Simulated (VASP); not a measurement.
```
NiSb
1.0
    1.95748    -3.39045     0.00000
    1.95748     3.39045     0.00000
    0.00000     0.00000     5.07547
Ni Sb
2 2
Cartesian
  0.00000   0.00000   2.53774
  0.00000   0.00000   0.00000
  1.88248   1.13015   1.26887
  1.95748  -1.13015   3.80660
```

Computed with PBEsol GGA, VASP's PBE PAW potentials (set 64) (plane waves; VASP). Run with 480 eV cut-off, 8×8×6 Γ-centred mesh, first-order Methfessel-Paxton smearing of 0.10 eV, potentials Ni Sb.

Q: Which forces act on the atoms, in eV/Å?

A: 
```json
[
 {"atom": "Ni1", "Fx": "-0.255", "Fy": "-0.025", "Fz": "0.026"},
 {"atom": "Ni2", "Fx": "-0.255", "Fy": "-0.025", "Fz": "-0.026"},
 {"atom": "Sb3", "Fx": "0.574", "Fy": "0.042", "Fz": "0.000"},
 {"atom": "Sb4", "Fx": "-0.064", "Fy": "0.007", "Fz": "0.000"}
]
```

Q: Give the stress tensor in GPa (positive for a compressed cell).

A: 
```
0.36  1.19  0.00
1.19  0.15  0.00
0.00  0.00  0.38
```
The pressure is its mean diagonal, 0.30 GPa.

The compound is NiSb in the NiAs type structure. This cell was strained or had an atom moved on purpose. The run is not spin-polarised, so no magnetic state was tried.
